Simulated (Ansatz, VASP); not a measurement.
# Cross-check of ZnCu between VASP and Ansatz

Wanted: the spread between two codes on one cell, functional and k mesh. The cell is taken from a series of runs on this material, whose earlier steps may have relaxed, scaled, displaced or heated it; both programs get it as it stands.

Calculated with Ansatz 0.2.0; plane waves, with VASP 6.6.1 beside it; single point at PBEsol.

### 1. Set-up

Symmetry: Pm-3m, No. 221, cubic system. The conventional cell has a = 2.945 Å, b = 2.945 Å, c = 2.945 Å, α = 90.00°, β = 90.00°, γ = 90.00°. Zn has 8 Cu at 2.55 Å nearest. Cu has 8 Zn at 2.55 Å nearest. Farther neighbours are not listed.

Structure file:

```cif
data_structure
_symmetry_space_group_name_H-M 'P 1'
_symmetry_Int_Tables_number 1
_cell_length_a 2.9450
_cell_length_b 2.9450
_cell_length_c 2.9450
_cell_angle_alpha 90.000
_cell_angle_beta 90.000
_cell_angle_gamma 90.000
_cell_volume 25.54
loop_
_atom_site_label
_atom_site_type_symbol
_atom_site_fract_x
_atom_site_fract_y
_atom_site_fract_z
_atom_site_occupancy
Zn1 Zn 0.50000 0.50000 0.50000 1
Cu2 Cu 0.00000 0.00000 0.00000 1
```

### 2. Ansatz: single point, PBEsol

Ansatz runs on its default PAW (the set named soft_2) files.

A single point gives forces, pressure and levels at one fixed geometry, so differences don't come from the geometry; what else differs is listed under the comparison.

The input, input.yaml:

```yaml
crystal:
  lattice:
    - [2.945, 0.0, 0.0]
    - [0.0, 2.945, 0.0]
    - [0.0, 0.0, 2.945]
  atoms:
    - { symbol: Zn, position: [0.5, 0.5, 0.5] }
    - { symbol: Cu, position: [0.0, 0.0, 0.0] }
kpoints:
  mp_grid: { grid: [8, 8, 8] }
  band_path:
    path:
      - [[0.0, 0.0, 0.0], [0.0, 0.5, 0.0], [0.5, 0.5, 0.0], [0.0, 0.0, 0.0], [0.5, 0.5, 0.5], [0.0, 0.5, 0.0]]
      - [[0.5, 0.5, 0.0], [0.5, 0.5, 0.5]]
    npoints: 8
scf:
  occupations: { method: fermi_dirac, width: 0.05 }
  n_extra_bands: 6
hamiltonian:
  xc: pbesol
  pseudopotentials: { kind: paw }
output:
  forces: true
  stress: true
  populations: true
  write_bands: true
```

On the command line:

```console
$ ansatz run input.yaml --threads 4 --pin off --max-ram 8192MiB --backend cpu --events-out ev --progress --plain --runs-dir out
```

Numbers of over 12 decimals in the logs are rounded to 6 here.

The program printed:

```text
scf.n_extra_bands = 6 over 16 filled bands (N_el = 31.0): the run solves 22 bands
Engine: ansatz 0.2.0, x86_64-unknown-linux-gnu
Pseudopotentials: kind: paw
Pseudopotential: Zn, paw, valence charge 12, recommended cutoff 420 eV (normal), Zn.paw.azcp
Pseudopotential: Cu, paw, valence charge 19, recommended cutoff 420 eV (normal), Cu.paw.azcp
Functional definition: PBEsol
  exchange = pbesol_x
  correlation = pbesol_c
Crystal: 2 atoms, lattice volume = 25.542 Å³
Basis set: ecut = 420 eV, 485 PW (Γ), exchange–correlation on 40×40×40 points (8 copies of the dense FFT grid, shifted against one another)
Bands: 22, of which v1, the nominal top of the filled ones, is band 16 counted from 1 (15 counted from 0)
Symmetry: 48 space group operations
Space group: Pm-3m (ITA 221), of the structure as read, at distance tolerance 2.9e-5 Å
k-points: 35 of 512
Non-local potential: Zn, projectors of the file, l = 0: 2, l = 1: 2, l = 2: 3, l = 3: 1
Non-local potential: Cu, projectors of the file, l = 0: 3, l = 1: 2, l = 2: 3, l = 3: 1
PAW form: soft (Blöchl's): semilocal exchange-correlation on the pseudo side does not see the compensation charge
PAW frozen core: Zn, regenerated for the run's functional, and the local potential with it (the file was generated under x = pbe(κ = 0.804, μ = 0.219515), c = pbe(β = 0.066725))
PAW frozen core: Cu, regenerated for the run's functional, and the local potential with it (the file was generated under x = pbe(κ = 0.804, μ = 0.219515), c = pbe(β = 0.066725))
PAW one-centre angular grid: Zn, 590 points (default); XC on 64 Gauss nodes
PAW one-centre angular grid: Cu, 590 points (default); XC on 64 Gauss nodes
Initial density: superposition of atomic densities (neutral atoms: chi_scale 0, normalization atom), corrected by the library's trained network
Initial wavefunctions: pseudopotential atomic-orbital guess
Functional: x = pbesol(κ = 0.804, μ = 0.123457), c = pbesol(β = 0.046)
SCF iter   1: F=—  HF=-9869.884853 eV  |F-HF|=—  |Δ(HF+E_count)|=         —  Δρ=1.29e-2  dr2=2.23e-2  ethr=1.77e-3  ⟨swp⟩=6.0  Hψ=3368  notcnv=0
preconditioner: auto → none  [insulator: Δε(μ)=0.189 eV  Ē_g=14.958 eV  σ=0.050 eV  W_gap=0.73  n_scr=6 (ndim 8)  ℏωp=35.2 eV  f_vac=0.000  D(μ)=0.62/eV (n_scr^D=0)  ε∞_Penn≈6.5]
SCF iter   2: F=—  HF=-9869.880298 eV  |F-HF|=—  |Δ(HF+E_count)|=   4.56e-3  Δρ=8.75e-4  dr2=1.60e-4  ethr=7.20e-5  ⟨swp⟩=2.1  Hψ=1479  notcnv=0  defer=58
SCF iter   3: F=—  HF=-9869.880185 eV  |F-HF|=—  |Δ(HF+E_count)|=   1.13e-4  Δρ=8.10e-4  dr2=6.49e-5  ethr=5.16e-7  ⟨swp⟩=2.0  Hψ=1249  notcnv=0  defer=58
SCF iter   4: F=—  HF=-9869.880215 eV  |F-HF|=—  |Δ(HF+E_count)|=   2.98e-5  Δρ=3.81e-4  dr2=2.24e-5  ethr=2.09e-7  ⟨swp⟩=2.2  Hψ=957  notcnv=0  defer=58
SCF iter   5: F=—  HF=-9869.880205 eV  |F-HF|=—  |Δ(HF+E_count)|=   9.42e-6  Δρ=2.66e-5  dr2=1.47e-7  ethr=7.22e-8  ⟨swp⟩=2.0  Hψ=1011  notcnv=0  defer=58
SCF iter   6: F=-9869.880205 eV  HF=-9869.880205 eV  |F-HF|=4.58e-9  |Δ(HF+E_count)|=   7.89e-9  Δρ=2.74e-6  dr2=1.79e-9  ethr=3.23e-10  ⟨swp⟩=7.3  Hψ=3441  notcnv=0
SCF 1 converged in 6 iterations: F = -9869.880205 eV  dr2 = 1.79e-9
  greatest PAW one-centre occupation: 1.000 electrons in one spin orbital (limit 2), on the Cu atom at site 1 (counted from 0), in its partial waves of l = 0
NSCF: frozen V_eff on 50 k-points
SCF converged after 6 iterations
Free energy (F): -9869.880205 eV
Harris-Foulkes:  -9869.880205 eV  (|F-HF|=4.58e-9)
Internal energy: -9869.875249 eV  (E = F + TS)
E sigma→0 (E₀):  -9869.877727 eV
Entropy (-TS):   -0.004957 eV (-2.478 meV/atom)
Fermi energy:    14.087223 eV
--- Per-component energies (eV) ---
  E_band       = -321.265736
  E_kinetic    = 431.957109
  E_local      = -5792.740621  (includes V_loc(G=0)·N_el)
  E_nonlocal   = 1004.400517
  E_hartree    = 2523.305497
  E_xc         = -225.708453
  E_vxc        = -169.185874  (∫ρ·V_xc dr)
  E_paw        = -3415.145099  (= ΣΔE_a)
  E_vpaw       = -842.306440  (= ΣTr[D̂ρ^β])
  E_aug_tail   = -0.000046  (compensation charges beyond the density's cutoff)
  E_ewald      = -4396.947710
  E_core_change = 1.003557  (= ΣΔE_core)
  E_smearing   = -0.004957  (= −TS)
  E_closure    = 0.000000  (closes the sum)
  Σ components = -9869.880205   (vs F -9869.880205, Δ=0.00e0)
--- Forces (eV/Å), atoms counted from 1 ---
  atom   1  Zn     0.00000000    -0.00000000     0.00000000
  atom   2  Cu    -0.00000000    -0.00000000     0.00000000
  max |Σ_I F_I| component: 2.12e-29 eV/Å
--- Stress (GPa, compression-positive) ---
       -4.397311       0.000000       0.000000
        0.000000      -4.397311      -0.000000
        0.000000       0.000000      -4.397311
  P = ⅓ Tr σ = -4.3973 GPa (-43.973 kbar)
--- Band table (eV; the first three rows and the last of 35) ---
  k-point 0: bands = [... 12 lower, 11.6461, 11.6461, 11.6461, 20.4786, 20.4786, 20.4786, 25.5699, 25.5699, ... 2 higher]
  k-point 1: bands = [... 12 lower, 11.5527, 11.5527, 11.6348, 18.3485, 20.9075, 20.9075, 25.7173, 26.2230, ... 2 higher]
  k-point 2: bands = [... 12 lower, 11.3444, 11.3444, 11.6073, 15.2613, 22.1140, 22.1140, 26.1703, 26.6774, ... 2 higher]
  k-point 34: bands = [... 12 lower, 11.9106, 11.9106, 18.1456, 18.6278, 18.6278, 18.6278, 18.8511, 18.8511, ... 2 higher]
--- Löwdin populations: 2 sites ---
  site symbol       q [e]
     0     Zn     11.2291
     1     Cu     19.0904
  spilling = 0.021953 (of n_electrons = 31.000000)
```

### 3. VASP: single point, PBEsol

The same cell, functional, mesh and smearing now go to VASP, with its own data sets and cutoff.

Lines of VASP's logs that name or quote its potential files are left out, and so is its time.

The input, INCAR:

```
SYSTEM = ZnCu
PREC = Accurate
ENCUT = 400
EDIFF = 1E-06
NELM = 100
ISMEAR = -1
SIGMA = 0.05
LREAL = .FALSE.
ALGO = Normal
GGA = PS
NBANDS = 17
LASPH = .TRUE.
LORBIT = 11
LWAVE = .FALSE.
LCHARG = .FALSE.
KPAR = 2
ISIF = 2
```

The input, POSCAR:

```
ZnCu
1.0
    2.9450000000      0.0000000000      0.0000000000
    0.0000000000      2.9450000000      0.0000000000
    0.0000000000      0.0000000000      2.9450000000
Zn Cu
1 1
Direct
    0.5000000000      0.5000000000      0.5000000000
    0.0000000000      0.0000000000      0.0000000000
```

The input, KPOINTS:

```
Automatic mesh
0
Gamma
8 8 8
0 0 0
```

PAW data sets: Zn and Cu (PBE family, release 64).

On the command line:

```console
$ mpirun -np 2 vasp_std
```

The program printed:

```text
[banner, memory and clock lines left out]
running    2 mpi-ranks, on    1 nodes
 distrk:  each k-point on    1 cores,    2 groups
 distr:  one band on    1 cores,    1 groups

 POSCAR found type information on POSCAR ZnCu
 POSCAR found :  2 types and       2 ions
|                                                                             |
|               ----> ADVICE to this user running VASP <----                  |
|                                                                             |
|     You enforced a specific xc type in the INCAR file but a different       |
|     [... a line on the potential file left out ...]
|     I HOPE YOU KNOW WHAT YOU ARE DOING!                                     |
|                                                                             |

 LDA part: xc-table for (Slater+PW92), standard interpolation
 POSCAR, INCAR and KPOINTS ok, starting setup
 FFT: planning ... GRIDC
 FFT: planning ... GRID_SOFT
 FFT: planning ... GRID
 WAVECAR not read
 entering main loop
       N       E                     dE             d eps       ncg     rms          rms(c)
DAV:   1     0.989566766699E+02    0.98957E+02   -0.97932E+03  1262   0.188E+03
DAV:   2    -0.437770955538E+01   -0.10333E+03   -0.99654E+02  1190   0.276E+02
DAV:   3    -0.738272465249E+01   -0.30050E+01   -0.29629E+01  1379   0.624E+01
DAV:   4    -0.740385777253E+01   -0.21133E-01   -0.21128E-01  1462   0.478E+00
DAV:   5    -0.740413055973E+01   -0.27279E-03   -0.27278E-03  1430   0.550E-01    0.103E+01
DAV:   6    -0.726579061054E+01    0.13834E+00   -0.18818E+01  1236   0.105E+02    0.671E+00
DAV:   7    -0.610525822093E+01    0.11605E+01   -0.39316E+00  1246   0.109E+02    0.222E+00
DAV:   8    -0.610575656524E+01   -0.49834E-03   -0.20257E-01  1597   0.635E+00    0.126E+00
DAV:   9    -0.609586968715E+01    0.98869E-02   -0.13570E-02  1426   0.256E+00    0.679E-02
DAV:  10    -0.609584081042E+01    0.28877E-04   -0.69029E-04  1836   0.536E-01    0.462E-02
DAV:  11    -0.609583429831E+01    0.65121E-05   -0.83651E-05  1438   0.273E-01    0.112E-02
DAV:  12    -0.609583334904E+01    0.94927E-06   -0.75523E-06  1365   0.625E-02
   1 F= -.60958333E+01 E0= -.60934631E+01  d E =-.474049E-02
```

OUTCAR, selected parts (step 3):

```text
ion  position               nearest neighbor table
   1  0.500  0.500  0.500-   2 2.55   2 2.55   2 2.55   2 2.55   2 2.55   2 2.55   2 2.55   2 2.55

  LATTYP: Found a simple cubic cell.
 ALAT       =     2.9450000000

 Subroutine GETGRP returns: Found 48 space group operations
 (whereof 48 operations were pure point group operations)

The static configuration has the point symmetry O_h .

 Found     35 irreducible k-points:

   k-points           NKPTS =     35   k-points in BZ     NKDIM =     35   number of bands    NBANDS=     17

   dimension x,y,z NGX =    20 NGY =   20 NGZ =   20
   dimension x,y,z NGXF=    40 NGYF=   40 NGZF=   40

   ENCUT  =  400.0 eV  29.40 Ry    5.42 a.u.   4.80  4.80  4.80*2*pi/ulx,y,z

   NELECT =      23.0000    total number of electrons

 k-points in reciprocal lattice and weights: Automatic mesh
   0.00000000  0.00000000  0.00000000       0.002
   0.12500000  0.00000000  0.00000000       0.012
   0.25000000  0.00000000  0.00000000       0.012
   0.37500000  0.00000000  0.00000000       0.012
   0.50000000  0.00000000  0.00000000       0.006
   0.12500000  0.12500000  0.00000000       0.023
   0.25000000  0.12500000  0.00000000       0.047
   0.37500000  0.12500000  0.00000000       0.047
   0.50000000  0.12500000  0.00000000       0.023
[...]
0.50000000  0.50000000  0.37500000       0.012
   0.50000000  0.50000000  0.50000000       0.002

 average (electrostatic) potential at core
       1 -34.0597       2 -66.0348

 E-fermi :   5.1183

 k-point     1 :       0.0000    0.0000    0.0000
  band No.  band energies     occupation
    ...
      7       1.8072      2.00000
      8       1.8072      2.00000
      9       2.6491      2.00000
     10       2.6491      2.00000
     11       2.6491      2.00000
     12      11.5526      0.00000
     13      11.5526      0.00000
     14      11.5526      0.00000
     15      16.6257      0.00000
     16      16.6257      0.00000
    ...

 k-point     2 :       0.1250    0.0000    0.0000
  band No.  band energies     occupation
    ...
      7       1.7907      2.00000
      8       1.8298      2.00000
      9       2.5575      2.00000
     10       2.5575      2.00000
     11       2.6383      2.00000
     12       9.4057      0.00000
     13      11.9795      0.00000
     14      11.9795      0.00000
     15      16.7767      0.00000
     16      17.2961      0.00000
    ...

 k-point     3 :       0.2500    0.0000    0.0000
  band No.  band energies     occupation
    ...
      7       1.7493      2.00000
      8       1.8188      2.00000
      9       2.3531      2.00000
     10       2.3531      2.00000
     11       2.6120      2.00000
     12       6.3037      0.00000
     13      13.1820      0.00000
     14      13.1820      0.00000
     15      17.2412      0.00000
     16      17.7599      0.00000
    ...

  Total       -0.7227320     -0.7227320     -0.7227320     -0.0000000     -0.0000000     -0.0000000
  in kB      -45.3348277    -45.3348277    -45.3348277     -0.0000000     -0.0000000     -0.0000000
  external PRESSURE =     -45.3348277 kB  Pullay stress =       0.0000000 kB

  energy-cutoff  :      400.00
  volume of cell :       25.54
      direct lattice vectors                 reciprocal lattice vectors
     2.945000000  0.000000000  0.000000000     0.339558574  0.000000000  0.000000000
     0.000000000  2.945000000  0.000000000     0.000000000  0.339558574  0.000000000
     0.000000000  0.000000000  2.945000000     0.000000000  0.000000000  0.339558574

 POSITION                                       TOTAL-FORCE (eV/Angst)
 -----------------------------------------------------------------------------------
      1.47250      1.47250      1.47250         0.000000      0.000000      0.000000
      0.00000      0.00000      0.00000         0.000000      0.000000      0.000000
 -----------------------------------------------------------------------------------
    total drift:                               -0.000000      0.000000      0.000000

  FREE ENERGIE OF THE ION-ELECTRON SYSTEM (eV)
  ---------------------------------------------------
  free  energy   TOTEN  =        -6.0958333490 eV

  energy  without entropy=       -6.0910928636  energy(sigma->0) =       -6.09346311

 total charge
# of ion       s       p       d       tot
------------------------------------------
    1        0.587   0.522   9.735  10.844
    2        0.433   0.381   9.176   9.990
--------------------------------------------------
tot          1.020   0.903  18.911  20.834

[... 3 further parts left out ...]
```

This run has no spin polarisation. Its electron count is odd, so without a moment it is a metal by construction. The k-mesh is coarse for a metal.

### 4. Comparison

Known differences besides the potentials themselves: the data sets hold 31 valence electrons in Ansatz (default PAW (the set named soft_2) files) and 23 in VASP; the cutoff is 420 eV in Ansatz and 400 eV in VASP; Ansatz makes its cores anew for this functional, VASP keeps those of its PBE data sets. Total energies have different zeros and are not compared.

The two programs side by side:

```
      quantity  Ansatz   VASP  difference
pressure (GPa)   -4.40  -4.53       +0.14
```

### 5. What came out

```
difference in pressure (single point, PBEsol) : 0.14 GPa
```

What this shows: The difference in pressure is 0.14 GPa (single point, PBEsol), within the 1 GPa picked in this series as the mark of a large difference. How closely two codes agree says nothing of how well the functional describes the real material.

[Lines on the potential files, build, host, timing and source positions are cut from VASP's logs without a mark.]

[Logs are printed without paths, hosts, clocks, repeated set-up lines and the standing remarks that a program may print on its own settings, such as how far it seeks lower states.]

[Hosts, paths, dates, database ids (printed as entryN), source tags and the programs' standing remarks are cut or masked in the printed files.]
